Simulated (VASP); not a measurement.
Wanted: the native input for a VASP 6.6.1 run.

```
Task                   : single point
Functional             : r2SCAN
Potentials or basis    : VASP PAW PBE potentials, release 64 (Bi_d, Te)
Cutoff                 : 520 eV
k mesh                 : 12 × 12 × 12
Occupations            : gaussian, width 0.15 eV
Spin                   : no spin polarisation
Dipole correction      : no
Further INCAR settings : ALGO = Normal; EDIFF = 1e-07; NBANDS = 18
```

BiTe:

```
CELL_PARAMETERS angstrom
2.42271 1.39875 3.31729
-2.42271 1.39875 3.31729
0.00000 -2.79750 3.31729
ATOMIC_POSITIONS crystal
Bi 0.50000 0.50000 0.50000
Te 0.00000 0.00000 0.00000
```

The cell comes from a database or a generator and needn't be the stable form of this composition.

These files were run (other wordings do the same):

POSCAR

```
BiTe
1.0
    2.4227077728      1.3987509848      3.3172919545
   -2.4227077728      1.3987509848      3.3172919545
    0.0000000000     -2.7975019696      3.3172919545
Bi Te
1 1
Direct
    0.5000000000      0.5000000000      0.5000000000
    0.0000000000      0.0000000000      0.0000000000
```

INCAR.step1

```
PREC = Accurate
ENCUT = 520
ISMEAR = 0
SIGMA = 0.15
LREAL = False
LASPH = True
NELM = 100
NBANDS = 18
GGA = PE
ALGO = Normal
EDIFF = 1E-4
LWAVE = True
LCHARG = False
```

INCAR.step2

```
PREC = Accurate
ENCUT = 520
EDIFF = 1E-7
ISMEAR = 0
SIGMA = 0.15
LREAL = False
LASPH = True
NELM = 100
ALGO = Normal
ISIF = 2
LWAVE = False
LCHARG = False
METAGGA = R2SCAN
LMIXTAU = True
NBANDS = 18
ISTART = 1
```

KPOINTS

```
Automatic mesh
0
Gamma
  12 12 12
```

Potentials or basis: VASP PAW PBE potentials, release 64 (Bi_d, Te).

Run with:

```bash
$ cat potpaw_PBE.64/Bi_d/POTCAR potpaw_PBE.64/Te/POTCAR > POTCAR
$ cp INCAR.step1 INCAR
$ mpirun -np 1 vasp_std > vasp.out
$ cp INCAR.step2 INCAR
$ mpirun -np 1 vasp_std > vasp.out
```

Results of the run:

```json
{
  "Pressure": "-0.8 GPa",
  "Band gap on the k mesh": "none (metal or under the smearing width)"
}
```

Caveat: the PAW data sets were made with another functional, which shifts forces and pressure a little; spin-orbit coupling is left out, which moves the levels of the heavy elements.

Wall time 3.5 min on 1 thread of Intel(R) Xeon(R) 6975P-C (Granite Rapids), on a shared host, peak memory 0.36 GiB.
